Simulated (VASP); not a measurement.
Output of a VASP run:

File OSZICAR:
```
       N       E                     dE             d eps       ncg     rms          rms(c)
DAV:   1     0.130489213832E+03    0.13049E+03   -0.93099E+03  3276   0.157E+03
DAV:   2    -0.180973776626E+02   -0.14859E+03   -0.14521E+03  3321   0.395E+02
DAV:   3    -0.280384635687E+02   -0.99411E+01   -0.98419E+01  4878   0.955E+01
DAV:   4    -0.283503599346E+02   -0.31190E+00   -0.31158E+00  4167   0.156E+01
DAV:   5    -0.283605188873E+02   -0.10159E-01   -0.10186E-01  4904   0.247E+00    0.162E+01
DAV:   6    -0.232930542993E+02    0.50675E+01   -0.26061E+01  4360   0.585E+01    0.377E+00
DAV:   7    -0.233265469827E+02   -0.33493E-01   -0.17094E+00  3663   0.153E+01    0.314E+00
DAV:   8    -0.233365559221E+02   -0.10009E-01   -0.17501E-01  4672   0.400E+00    0.765E-01
DAV:   9    -0.233292361048E+02    0.73198E-02   -0.77599E-02  4368   0.365E+00    0.285E-01
DAV:  10    -0.233283128606E+02    0.92324E-03   -0.52011E-03  4080   0.984E-01    0.637E-02
DAV:  11    -0.233283248779E+02   -0.12017E-04   -0.47747E-04  4675   0.281E-01    0.526E-02
DAV:  12    -0.233283298589E+02   -0.49810E-05   -0.16532E-04  4309   0.175E-01    0.947E-03
DAV:  13    -0.233283218419E+02    0.80170E-05   -0.11258E-05  4050   0.435E-02    0.178E-03
DAV:  14    -0.233283226796E+02   -0.83773E-06   -0.27401E-07  3592   0.596E-03    0.593E-04
DAV:  15    -0.233283230916E+02   -0.41192E-06   -0.49380E-08  1843   0.246E-03    0.149E-04
DAV:  16    -0.233283232644E+02   -0.17282E-06   -0.24911E-08  1743   0.123E-03    0.194E-04
DAV:  17    -0.233283232403E+02    0.24109E-07   -0.83920E-09  1768   0.886E-04
   1 F= -.23328323E+02 E0= -.23328323E+02  d E =0.000000E+00
```

### OUTCAR
```
------------------------ aborting loop because EDIFF is reached ----------------------------------------
  FORCE on cell =-STRESS in cart. coord.  units (eV):
  Direction    XX          YY          ZZ          XY          YZ          ZX
  --------------------------------------------------------------------------------------
  Total        0.0411873      0.0411873     -0.0973917      0.0000000     -0.0000000      0.0000000
  in kB        2.5221806      2.5221806     -5.9639669      0.0000000     -0.0000000      0.0000000
  external PRESSURE =      -0.3065352 kB  Pullay stress =       0.0000000 kB
  volume of cell :       26.16
      direct lattice vectors                 reciprocal lattice vectors
     1.524152664 -2.639909880  0.000000000     0.328051127 -0.189400405  0.000000000
     1.524152664  2.639909880  0.000000000     0.328051127  0.189400405  0.000000000
     0.000000000  0.000000000  3.251244666     0.000000000  0.000000000  0.307574515
 POSITION                                       TOTAL-FORCE (eV/Angst)
 -----------------------------------------------------------------------------------
      0.00000      0.00000      0.00000         0.000000     -0.000000      0.000000
      1.52415      0.87997      1.62562        -0.000000     -0.000000      0.000000
      1.52415     -0.87997      1.62562         0.000000      0.000000      0.000000
 -----------------------------------------------------------------------------------
    total drift:                                0.000000     -0.000000      0.000000
  FREE ENERGIE OF THE ION-ELECTRON SYSTEM (eV)
  ---------------------------------------------------
  free  energy   TOTEN  =       -23.3283232403 eV

  energy  without entropy=      -23.3283232403  energy(sigma->0) =      -23.32832324

 total charge

# of ion       s       p       d       tot
------------------------------------------
    1        2.171   6.199   2.004  10.374
    2        0.687   1.305   0.000   1.992
    3        0.687   1.305   0.000   1.992
--------------------------------------------------
tot          3.546   8.809   2.004  14.359

 Electric field gradients after diagonalization (V/A^2)
 (convention: |V_zz| > |V_xx| > |V_yy|)
----------------------------------------------------------------------
 ion       V_xx      V_yy      V_zz     asymmetry (V_yy - V_xx)/ V_zz
----------------------------------------------------------------------
   1      -8.943    -8.940    17.882       0.000
   2      -2.293    -2.292     4.585       0.000
   3      -2.293    -2.292     4.585       0.000
```
(Selected blocks of OUTCAR.)

POSCAR:
```
TiB2
1
    1.5241526644    -2.6399098804     0.0000000000
    1.5241526644     2.6399098804    -0.0000000000
   -0.0000000000     0.0000000000     3.2512446658
Ti B
1 2
Direct
  0.0000000000   0.0000000000   0.0000000000
  0.3333330000   0.6666670000   0.5000000000
  0.6666670000   0.3333330000   0.5000000000
```

### Question
Reconstruct the remaining input files.

### Answer
This is not unique; one that fits is the input of the run itself, RPBE GGA, plane waves, VASP's PBE PAW potentials (set 64).

**INCAR**
```
SYSTEM = TiB2
PREC = Accurate
ENCUT = 520
EDIFF = 1E-7
NELM = 100
ALGO = Normal
LREAL = .FALSE.
LASPH = .TRUE.
ISMEAR = -5
GGA = RP
LMAXMIX = 4
LWAVE = .FALSE.
LCHARG = .TRUE.
LORBIT = 11
NEDOS = 601
ISIF = 2
LEFG = .TRUE.
```

KPOINTS:
```
K-points
0
Gamma
  13 13 11
0 0 0
```

POTCAR, in this order: Ti_sv B (PBE.64 set). Program: vasp_std.

For a metal the tetrahedron method with Blöchl corrections gives inexact stress and forces.

The compound is TiB2 in the AlB2 type structure. It was relaxed first.
